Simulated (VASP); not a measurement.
Level of theory: PBE GGA + U (Dudarev), VASP's PBE PAW potentials (set 64) (plane waves; VASP).

The input files of a VASP run:

**INCAR**
```
SYSTEM = ZnO
PREC = Accurate
ENCUT = 520
EDIFF = 1E-6
NELM = 100
ALGO = Normal
LREAL = .FALSE.
LASPH = .TRUE.
ISMEAR = 0
SIGMA = 0.05
GGA = PE
LMAXMIX = 4
LWAVE = .FALSE.
LCHARG = .FALSE.
ISIF = 2
LDAU = .TRUE.
LDAUTYPE = 2
LDAUL = 2 -1
LDAUU = 8.0 0
LDAUJ = 0 0
LDAUPRINT = 1
LORBIT = 10
```

### POSCAR
```
ZnO
10.62840
  0.1559500960  -0.2701135637   0.0000000000
  0.1559500960   0.2701135637   0.0000000000
  0.0000000000   0.0000000000   0.5000000000
Zn O
2 2
Cartesian
  0.1559500960  -0.0900380346   0.2500000000
  0.1559500960   0.0900380346   0.0000000000
  0.1559500960  -0.0900380346   0.4410000000
  0.1559500960   0.0900380346   0.1910000000
```

KPOINTS:
```
Automatic mesh
0
Gamma
 7 7 4
```

POTCAR, in this order: Zn O (PBE.64 set). Program: vasp_std.

What will the output report for the number of irreducible k-points (NKPTS), number of bands (NBANDS), largest plane-wave count, number of space-group operations, FFT grid (NGX, NGY, NGZ)?

```
Quantity                                       Value
--------------------------------------  ------------
number of irreducible k-points (NKPTS)            24
number of bands (NBANDS)                          22
largest plane-wave count                        1387
number of space-group operations                  12
FFT grid (NGX, NGY, NGZ)                28 × 28 × 40
```

The compound is ZnO in the wurtzite structure. The cell was not relaxed at this level. The run is one of a series of settings (LDAU = .TRUE., LDAUJ = 0 0, LDAUL = 2 -1, LDAUTYPE = 2, LDAUU = 8.0 0 against the base run), some of them coarse on purpose.
